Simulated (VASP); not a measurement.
Input for VASP

### POSCAR
```
Sr
1
   -0.0000000000     2.9603917390     2.9603917390
    2.9603917390     0.0000000000     2.9603917390
    2.9603917390     2.9603917390     0.0000000000
Sr
1
Direct
  1.0000000000   0.0000000000   0.0000000000
```

KPOINTS:
```
Automatic mesh
0
Gamma
9 9 9
0 0 0
```

INCAR:
```
LMAXMIX=4
LASPH=.True.   ! aspherical one-centre terms
LCHARG=.True.
SYSTEM=Sr
LWAVE=.False.
ISIF=2
LORBIT=11   ! lm-projected
NEDOS=601   ! DOS grid
EDIFF=1E-7
GGA=PE
PREC=Accurate
ISMEAR=-5   ! tetrahedra, Bloechl
LREAL=.False.
ENCUT=520   ! plane-wave cut-off (eV)
IVDW=12
ALGO=Normal
NELM=100
```

POTCAR, in this order: Sr_sv (PBE.64 set). Program: vasp_std.

Translate this PBE-D3(BJ) calculation to Quantum ESPRESSO's pw.x.

One equivalent input (not run):
```
&CONTROL
  calculation = 'scf'
  pseudo_dir = './pseudo'
  outdir = './out'
  tprnfor = .true.
  tstress = .true.
/
&SYSTEM
  ibrav = 0
  nat = 1
  ntyp = 1
  ecutwfc = 68
  occupations = 'tetrahedra'
  input_dft = 'pbe'
  vdw_corr = 'grimme-d3'
  dftd3_version = 4
  dftd3_threebody = .false.
/
&ELECTRONS
  conv_thr = 7.3e-09
  electron_maxstep = 100
/
ATOMIC_SPECIES
  Sr 87.620 Sr.upf
CELL_PARAMETERS angstrom
    -0.0000000    2.9603917    2.9603917
     2.9603917    0.0000000    2.9603917
     2.9603917    2.9603917    0.0000000
ATOMIC_POSITIONS crystal
  Sr   1.0000000  0.0000000  0.0000000
K_POINTS automatic
  9 9 9 0 0 0
```
The two are equivalent in intent, not identical: the potentials are each code's own (VASP's PAW set, PseudoDojo norm-conserving files in pw.x), so ENCUT and ecutwfc are chosen apart and not converted; conv_thr bounds pw.x's estimated SCF error, while EDIFF bounds the energy change between steps.

The compound is Sr in the fcc structure. It was relaxed first, which changed the volume by -8 %.
